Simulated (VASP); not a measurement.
# AlCNH₄O: harmonic vibrations of a molecule

AlCNH₄O, molecule in box, 8 atoms in the cell. PBE, harmonic vibrations; PAW potentials C, N, Al, O, H (PBE set).

## Input

INCAR.step1:
```
ALGO     = Normal         # electronic algorithm
EDIFF    = 1E-8           # SCF threshold, eV
EDIFFG   = -0.002         # ionic threshold
ENCUT    = 400            # plane-wave cutoff, eV
IBRION   = 2              # ionic algorithm
ISIF     = 2              # what is computed and relaxed
ISMEAR   = 0              # smearing method
ISYM     = 0            
LASPH    = True           # aspherical terms in the spheres
LCHARG   = False          # write CHGCAR
LREAL    = False          # projectors in reciprocal space
LWAVE    = False          # write WAVECAR
NELM     = 100            # most SCF steps
NSW      = 60             # ionic steps
POTIM    = 0.5            # step
PREC     = Accurate       # precision mode
SIGMA    = 0.01           # smearing width, eV
```

INCAR.step2, as INCAR.step1 but for:
```
- EDIFFG = -0.002
- IBRION = 2
- ISIF = 2
- NSW = 60
- POTIM = 0.5
+ IBRION = 5
+ NFREE = 2
+ NSW = 1
+ POTIM = 0.015
```

KPOINTS:
```
k-points
0
Gamma
  1 1 1
```

POSCAR.step1:
```
AlH4CNO
1.0
   12.0000000000      0.0000000000      0.0000000000
    0.0000000000     14.0000000000      0.0000000000
    0.0000000000      0.0000000000     12.0000000000
C N Al O H
1 1 1 1 4
Direct
    0.4776166700      0.6076285700      0.4658333300
    0.5468583300      0.5712785700      0.5570583300
    0.5017916700      0.4560928600      0.5199250000
    0.4304083300      0.5225500000      0.4212500000
    0.5264833300      0.6444071400      0.4013750000
    0.4110750000      0.6554142900      0.4949416700
    0.5910916700      0.6165571400      0.6042916700
    0.5126166700      0.3475857100      0.5506666700
```

Commands (each step's output is kept before the next begins):
```
cat potpaw_PBE.64/C/POTCAR potpaw_PBE.64/N/POTCAR potpaw_PBE.64/Al/POTCAR potpaw_PBE.64/O/POTCAR potpaw_PBE.64/H/POTCAR > POTCAR
cp INCAR.step1 INCAR
cp POSCAR.step1 POSCAR
mpirun -np 8 vasp_gam > vasp.out
cp CONTCAR POSCAR
cp INCAR.step2 INCAR
mpirun -np 8 vasp_gam > vasp.out
```

## Result

- Vibrations (cm⁻¹; a negative value is imaginary): 3578, 2934, 2905, 1953, 1482, 1312, 1152, 1124, 1071, 967, 939, 868, 712, 569, 545, 454, 318, 197
- Zero-point energy (eV): 1.431
- Translations and rotations, which should read zero (cm⁻¹): -21, -19, -14, 1, 2, 10
- Vibrational entropy at 298 K (meV/K): 0.269
- Displaced cells: 48
- Ionic steps, all stages: 77
- Electronic steps, all stages: 1294

VASP 6.6.1 took 1243 s on 8 cores (AMD EPYC 7R13 (Zen 3)), a shared host.
